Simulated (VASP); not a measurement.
All values below come from PBE GGA, VASP's PBE PAW potentials (set 64) (plane waves; VASP).

VASP ran on this input.

**KPOINTS**
```
Automatic mesh
0
Gamma
5 5 5
0 0 0
```

**POSCAR**
```
AsAu3
1
    0.0000000000     3.4412440000     3.4412440000
    3.4412440000     0.0000000000     3.4412440000
    3.4412440000     3.4412440000     0.0000000000
As Au
1 3
Direct
  0.0000000000   0.0000000000   0.0000000000
  0.5000000000   0.5000000000   0.5000000000
  0.2500000000   0.2500000000   0.2500000000
  0.7500000000   0.7500000000   0.7500000000
```

### INCAR
```
ALGO=Normal
EDIFF=1E-6
ENCUT=250
GGA=PE
ISIF=2
ISMEAR=0
LASPH=.TRUE.
LCHARG=.FALSE.
LMAXMIX=6
LREAL=.FALSE.
LWAVE=.FALSE.
NELM=100
PREC=Accurate
SIGMA=0.05
SYSTEM=AsAu3
```

POTCAR, in this order: As Au (PBE.64 set). Program: vasp_std.

The run wrote:

### OSZICAR
```
       N       E                     dE             d eps       ncg     rms          rms(c)
DAV:   1     0.128091599462E+03    0.12809E+03   -0.12394E+04   460   0.852E+02
DAV:   2    -0.110896003878E+02   -0.13918E+03   -0.13541E+03   544   0.208E+02
DAV:   3    -0.140106221954E+02   -0.29210E+01   -0.28963E+01   509   0.306E+01
DAV:   4    -0.140375824564E+02   -0.26960E-01   -0.26931E-01   525   0.292E+00
DAV:   5    -0.140379077918E+02   -0.32534E-03   -0.32533E-03   537   0.315E-01    0.963E+00
DAV:   6    -0.132340204310E+02    0.80389E+00   -0.38991E+00   538   0.150E+01    0.778E+00
DAV:   7    -0.131730424170E+02    0.60978E-01   -0.18180E-01   509   0.274E+00    0.451E+00
DAV:   8    -0.131634334027E+02    0.96090E-02   -0.10577E-01   481   0.159E+00    0.674E-01
DAV:   9    -0.131598124901E+02    0.36209E-02   -0.12940E-02   518   0.608E-01    0.299E-01
DAV:  10    -0.131597312583E+02    0.81232E-04   -0.28082E-03   474   0.308E-01    0.432E-02
DAV:  11    -0.131596932204E+02    0.38038E-04   -0.14415E-04   488   0.839E-02    0.167E-02
DAV:  12    -0.131596991150E+02   -0.58946E-05   -0.13740E-05   480   0.233E-02    0.403E-03
DAV:  13    -0.131596991696E+02   -0.54628E-07   -0.22778E-07   237   0.351E-03
   1 F= -.13159699E+02 E0= -.13153648E+02  d E =-.121029E-01
```

OUTCAR:
```
------------------------ aborting loop because EDIFF is reached ----------------------------------------
  FORCE on cell =-STRESS in cart. coord.  units (eV):
  Direction    XX          YY          ZZ          XY          YZ          ZX
  --------------------------------------------------------------------------------------
  Total       -4.3811694     -4.3811694     -4.3811694      0.0000000      0.0000000     -0.0000000
  in kB      -86.1240068    -86.1240068    -86.1240068      0.0000000      0.0000000     -0.0000000
  external PRESSURE =     -86.1240068 kB  Pullay stress =       0.0000000 kB
  volume of cell :       81.50
      direct lattice vectors                 reciprocal lattice vectors
     0.000000000  3.441244000  3.441244000    -0.145296294  0.145296294  0.145296294
     3.441244000  0.000000000  3.441244000     0.145296294 -0.145296294  0.145296294
     3.441244000  3.441244000  0.000000000     0.145296294  0.145296294 -0.145296294
 POSITION                                       TOTAL-FORCE (eV/Angst)
 -----------------------------------------------------------------------------------
      0.00000      0.00000      0.00000         0.000000     -0.000000     -0.000000
      3.44124      3.44124      3.44124         0.000000     -0.000000     -0.000000
      1.72062      1.72062      1.72062         0.000000      0.000000      0.000000
      5.16187      5.16187      5.16187        -0.000000     -0.000000     -0.000000
 -----------------------------------------------------------------------------------
    total drift:                                0.000000      0.000000      0.000000
  FREE ENERGIE OF THE ION-ELECTRON SYSTEM (eV)
  ---------------------------------------------------
  free  energy   TOTEN  =       -13.1596991696 eV

  energy  without entropy=      -13.1475962856  energy(sigma->0) =      -13.15364773
```
(Selected blocks of OUTCAR.)

At this cut-off the stress carries a Pulay error, which pulls relaxed volumes low.

The structure was generated: AsAu3 was put into the D03 type (Fm-3m), which need not be its known phase. The cell was not relaxed at this level. The k-mesh is coarse (spacing up to 0.32 per Å, 2π included), so the numbers may not be converged in it. The run is one of a series of settings (ENCUT = 250 against the base run), some of them coarse on purpose.
